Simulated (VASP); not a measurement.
Wanted: the native input for a VASP 6.6.1 run.

```yaml
Task: relaxation of cell and atoms
Functional: PBE
Potentials_or_basis: VASP PAW PBE potentials, release 64 (Al, N)
Cutoff: 520 eV
k_mesh: 12 × 12 × 12
Occupations: gaussian, width 0.02 eV
Spin: no spin polarisation
Further_INCAR_settings: ALGO = Fast; EDIFF = 1e-07; AMIX = 0.2; IBRION = 2; EDIFFG = -0.002; NSW = 80; ISIF = 3
```

The structure of AlN lies in POSCAR:

```
AlN
1.0
    0.0000000000      2.1839935600      2.1839935600
    2.1839935600      0.0000000000      2.1839935600
    2.1839935600      2.1839935600      0.0000000000
Al N
1 1
Direct
    0.0000000000      0.0000000000      0.0000000000
    0.7500000000      0.7500000000      0.7500000000
```

Measurements of this composition are mostly on another form, of space group No. 186.

One way to write it, as run:

INCAR

```
  ALGO = Fast
  AMIX = 0.2
  EDIFF = 1E-7
  EDIFFG = -0.002
  ENCUT = 520
  GGA = PE
  IBRION = 2
  ISIF = 3
  ISMEAR = 0
  LASPH = T
  LCHARG = F
  LREAL = F
  LWAVE = F
  NELM = 100
  NSW = 80
  PREC = Accurate
  SIGMA = 0.02
```

KPOINTS

```
k-points
0
Gamma
  12 12 12
```

Potentials or basis: VASP PAW PBE potentials, release 64 (Al, N).

Command:

```sh
$ cat potpaw_PBE.64/Al/POTCAR potpaw_PBE.64/N/POTCAR > POTCAR
$ mpirun -np 1 vasp_std > vasp.out
```

Results of the run:

```json
{
  "Relaxed volume": "10.66 Å³/atom",
  "Relaxed cell": "a = 3.112 Å, b = 3.112 Å, c = 3.112 Å, α = 60.00°, β = 60.00°, γ = 60.00°",
  "Space group after relaxing (to 0.05 Å)": "F-43m (No. 216)",
  "Energy gained by relaxing": "3.4 meV/atom",
  "Ionic steps": "16",
  "Pressure after relaxing": "0.0 GPa",
  "Band gap on the k mesh": "3.31 eV, indirect (least direct gap 4.00 eV)"
}
```

Wall time 28 s on 1 thread of Intel(R) Xeon(R) Platinum 8488C (Sapphire Rapids), on a shared host, peak memory 0.14 GiB.
